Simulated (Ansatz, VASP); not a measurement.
**Sn3Pt: VASP beside Ansatz**

```
Sn Pt
1.0
     4.53614    0.00000    0.00000
     0.00000    4.53614    0.00000
     0.00000    0.00000    4.53614
Sn Pt
3 1
Direct
  0.00000 0.50000 0.50000
  0.50000 0.00000 0.50000
  0.50000 0.50000 0.00000
  0.00000 0.00000 0.00000
```

Alike in both runs: functional PBE; k mesh 10 × 10 × 10; occupations gaussian, width 0.1 eV; no spin polarisation.

Ansatz relaxed the structure, and its values are those at the end. VASP's run is a single point on that final structure, the one shown.

|  | VASP | Ansatz |
| --- | --- | --- |
| version | VASP 6.6.1 | Ansatz 0.2.0 |
| potentials or method | VASP PAW PBE potentials, release 64 (Sn_d, Pt) | scalar-relativistic, plane waves, PAW |
| plane-wave cutoff (eV) | 520 | 420 |
| valence electrons in the cell | 52 | 60 |

VASP gave:

```
gap on the k mesh at the Fermi level (eV) : none
pressure (GPa)                            : -0.1
```

Q: Estimate Ansatz's values.

A: gap on the k mesh at the Fermi level (eV): none; pressure (GPa): 0.0.

A gap of «none» marks a metal or a gap that the smearing closes. The two sets of potentials don't hold the same shells in valence.

The runs have no spin-orbit coupling, so splittings on Pt are missing.
